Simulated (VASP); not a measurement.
```xyz
2
Lattice="4.2024 0.0000 0.0000 0.0000 4.2024 0.0000 0.0000 0.0000 4.2024" Properties=species:S:1:pos:R:3 pbc="T T T"
Cs     0.0000     0.0000     0.0000
Cl     2.1012     2.1012     2.1012
```

The base run (VASP): PBE GGA, plane waves, VASP's PBE PAW potentials (set 64). Numerical set-up: 400 eV cut-off, 6×6×6 Γ-centred mesh, Gaussian smearing of 0.050 eV, potentials Cs_sv Cl.

One setting is varied; ΔE counts from the most expensive setting. The base run took about 6 core-seconds. Times come from single runs on busy shared machines, so they are rough: good to a factor of about 2.

Pressures at a finite cut-off, here 400 eV, hold a Pulay part, which wasn't tested here.

```csv
setting,cost over the base run,electronic steps,ΔE (meV/atom),pressure (GPa)
KPOINTS 1×1×1 Γ-centred mesh,about 1/2,13,1900.5,16.90
KPOINTS 2×2×2 Γ-centred mesh,about 1/2,12,53.2,0.75
KPOINTS 3×3×3 Γ-centred mesh,within a factor of 2,12,2.4,0.07
KPOINTS 7×7×7 Γ-centred mesh,within a factor of 2,13,0.0,0.05
base run,reference,12,0.0,0.04
KPOINTS 10×10×10 Γ-centred mesh,within a factor of 2,13,0.0,0.05
KPOINTS 11×11×11 Γ-centred mesh,within a factor of 2,13,0.0,0.05
KPOINTS 12×12×12 Γ-centred mesh,about 3 times,13,0.0,0.05
```

Left out are runs that failed, have no time on record or changed the cell.

The compound is CsCl in the CsCl type structure. The cell was not relaxed at this level.
